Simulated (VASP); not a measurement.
```yaml
crystal:
  lattice:
    - [0.00000, 2.11375, 2.11375]
    - [2.11375, 0.00000, 2.11375]
    - [2.11375, 2.11375, 0.00000]
  atoms:
    - { symbol: Mg, position: [0.00000, 0.00000, 0.00000] }
    - { symbol: O, position: [0.50000, 0.50000, 0.50000] }
```

The numbers are results of revTPSS meta-GGA, VASP's PBE PAW potentials (set 64) (plane waves; VASP), not measurements. Run with 520 eV cut-off, 11×11×11 Γ-centred mesh, Gaussian smearing of 0.050 eV, potentials Mg O.

Question: Predict the energy per atom (σ→0), band gap (on the k-mesh) with the smallest direct gap where there is one.

Answer: 
band gap (on the k-mesh): 4.67 eV
smallest direct gap (on the k-mesh): 4.67 eV
energy per atom (σ→0): -7.547 eV/atom

Total energies compare only between runs with the same potentials, cut-off and functional.

The compound is MgO in the rock salt structure. It was relaxed first.
